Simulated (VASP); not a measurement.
All values below come from vdW-DF2, VASP's PBE PAW potentials (set 64) (plane waves; VASP 6.6.1).

VASP ran on this input.

### POSCAR
```
InP
1
   -0.0000000000     3.0530453379     3.0530453379
    3.0530453379     0.0000000000     3.0530453379
    3.0530453379     3.0530453379     0.0000000000
In P
1 1
Direct
  0.0000000000   0.0000000000   0.0000000000
  0.2500000000   0.2500000000   0.2500000000
```

INCAR:
```
AGGAC=0.0
ALGO=Normal
EDIFF=1E-6
EDIFFG=-0.01
ENCUT=520
GGA=ML
IBRION=2
ISIF=3
ISMEAR=1
LASPH=.TRUE.
LCHARG=.FALSE.
LMAXMIX=4
LREAL=.FALSE.
LUSE_VDW=.TRUE.
LWAVE=.FALSE.
NELM=100
NSW=60
PREC=Accurate
SIGMA=0.1
SYSTEM=InP
ZAB_VDW=-1.8867
```

**KPOINTS**
```
Automatic mesh
0
Gamma
  9 9 9
0 0 0
```

POTCAR, in this order: In_d P (PBE.64 set). Program: vasp_std.

Output of the run:

File OSZICAR:
```
       N       E                     dE             d eps       ncg     rms          rms(c)
DAV:   1     0.119892159740E+03    0.11989E+03   -0.84478E+03   910   0.148E+03
DAV:   2     0.553746820220E+01   -0.11435E+03   -0.11148E+03   950   0.330E+02
DAV:   3    -0.347200253888E+01   -0.90095E+01   -0.89052E+01  1185   0.954E+01
DAV:   4    -0.373967828445E+01   -0.26768E+00   -0.26743E+00  1018   0.186E+01
DAV:   5    -0.375498388774E+01   -0.15306E-01   -0.15305E-01  1392   0.388E+00    0.463E+00
DAV:   6    -0.323383989473E+01    0.52114E+00   -0.12149E+00  1310   0.154E+01    0.268E+00
DAV:   7    -0.322278030430E+01    0.11060E-01   -0.21587E-01  1030   0.306E+00    0.117E+00
DAV:   8    -0.322188138316E+01    0.89892E-03   -0.13556E-02  1096   0.148E+00    0.344E-01
DAV:   9    -0.322194711513E+01   -0.65732E-04   -0.33075E-03  1110   0.726E-01    0.179E-01
DAV:  10    -0.322194865670E+01   -0.15416E-05   -0.25545E-04  1182   0.125E-01    0.128E-01
DAV:  11    -0.322196444139E+01   -0.15785E-04   -0.67082E-05  1050   0.784E-02    0.299E-02
DAV:  12    -0.322196457254E+01   -0.13115E-06   -0.18696E-05  1195   0.768E-02    0.134E-02
DAV:  13    -0.322196467457E+01   -0.10203E-06   -0.57966E-07   605   0.760E-03
   1 F= -.32219647E+01 E0= -.32220791E+01  d E =-.322196E+01
```

OUTCAR:
```
------------------------ aborting loop because EDIFF is reached ----------------------------------------
  FORCE on cell =-STRESS in cart. coord.  units (eV):
  Direction    XX          YY          ZZ          XY          YZ          ZX
  --------------------------------------------------------------------------------------
  Total       -0.0085526     -0.0085526     -0.0085526      0.0000000     -0.0000000      0.0000000
  in kB       -0.2407558     -0.2407558     -0.2407558      0.0000000     -0.0000000      0.0000000
  external PRESSURE =      -0.2407558 kB  Pullay stress =       0.0000000 kB
  volume of cell :       56.92
      direct lattice vectors                 reciprocal lattice vectors
     0.000000000  3.053045338  3.053045338    -0.163770906  0.163770906  0.163770906
     3.053045338  0.000000000  3.053045338     0.163770906 -0.163770906  0.163770906
     3.053045338  3.053045338  0.000000000     0.163770906  0.163770906 -0.163770906
  FREE ENERGIE OF THE ION-ELECTRON SYSTEM (eV)
  ---------------------------------------------------
  free  energy   TOTEN  =        -3.2219646746 eV

  energy  without entropy=       -3.2223080992  energy(sigma->0) =       -3.22207915

 reached required accuracy - stopping structural energy minimisation
```
(Selected blocks of OUTCAR.)

The compound is InP in the zinc blende structure. It was relaxed first, which changed the volume by +13 %. The start is the result of an earlier pass.
